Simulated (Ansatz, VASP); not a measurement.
**Two plane-wave programs on CrN2**

```
Cr N
1.0
     3.84905    0.00000    0.00000
     0.00000    4.74451    0.00000
     0.00000    0.00000    2.74654
Cr N
2 4
Direct
  0.00000 0.00000 0.00000
  0.50000 0.50000 0.50000
  0.86617 0.58878 0.00000
  0.13383 0.41123 0.00000
  0.36617 0.91122 0.50000
  0.63383 0.08878 0.50000
```

Change from the starting cell: volume scaled by 0.96.

Alike in both runs: task single point; functional PBE; k mesh 7 × 6 × 10; occupations fermi-dirac, width 0.05 eV; collinear spin, ferromagnetic start.

|  | VASP | Ansatz |
| --- | --- | --- |
| version | VASP 6.6.1 | Ansatz 0.2.0 |
| potentials or method | VASP PAW PBE potentials, release 64 (Cr_pv, N) | Ansatz PAW |
| plane-wave cutoff (eV) | 520 | 420 |
| valence electrons in the cell | 44 | 48 |

|  | VASP | Ansatz | Ansatz less VASP |
| --- | --- | --- | --- |
| gap on the k mesh at the Fermi level (eV) | none | none | - |
| pressure (GPa) | 11.0 | 10.6 | -0.40 |
| largest component of the traceless stress (GPa) | 2.03 | 1.83 | -0.204 |
| rms of the force components (eV/Å) | 0.264 | 0.253 | -0.0111 |
| net moment per atom (μB) | 0.70 | 0.70 | 0.000 |
| size of the moment on the site where the two differ most (μB) | 2.17 | 1.84 | -0.337 |

Site moments also hang on the region over which each program counts them. Atom by atom the forces differ by 0.011 eV/Å (rms over components). A gap of «none» marks a metal or a gap that the smearing closes. The two sets of potentials don't hold the same shells in valence.

Caveats: only a ferromagnetic start was run, and an antiferromagnetic order may lie lower in energy; the pressure holds a Pulay correction of +0.8 GPa for the finite cutoff (Ansatz).
